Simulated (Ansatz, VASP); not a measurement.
One calculation of Ta2F, two programs

```
Ta F
1.0
     2.82214    0.00000    0.00000
    -1.41107    2.44404    0.00000
     0.00000    0.00000    6.55003
Ta F
2 1
Direct
  0.33333 0.66667 0.69563
  0.66667 0.33333 0.30437
  0.00000 0.00000 0.00000
```

Alike in both runs: functional PBE; k mesh 6 × 6 × 4; occupations gaussian, width 0.1 eV; no spin polarisation.

Ansatz relaxed the structure, and its values are those at the end. VASP's run is a single point on that final structure, the one shown.

|  | VASP | Ansatz |
| --- | --- | --- |
| version | VASP 6.6.1 | Ansatz 0.2.0 |
| potentials or method | VASP PAW PBE potentials, release 64 (Ta_pv, F) | scalar-relativistic, plane waves, PAW |
| plane-wave cutoff (eV) | 520 | 420 |
| valence electrons in the cell | 29 | 33 |

|  | VASP | Ansatz | Ansatz less VASP |
| --- | --- | --- | --- |
| gap on the k mesh at the Fermi level (eV) | none | none | - |
| pressure (GPa) | -0.1 | -0.1 | 0.00 |
| rms of the force components (eV/Å) | 0.002 | 0.006 | +0.0041 |

A gap of «none» marks a metal or a gap that the smearing closes. The two sets of potentials don't hold the same shells in valence.

Caveats: the k mesh is coarse (spacing up to 0.43 Å⁻¹), so the values aren't converged; an odd number of electrons without spin polarisation forces a metal; a magnetic or distorted state may lie lower. The runs have no spin-orbit coupling, so splittings on Ta are missing.
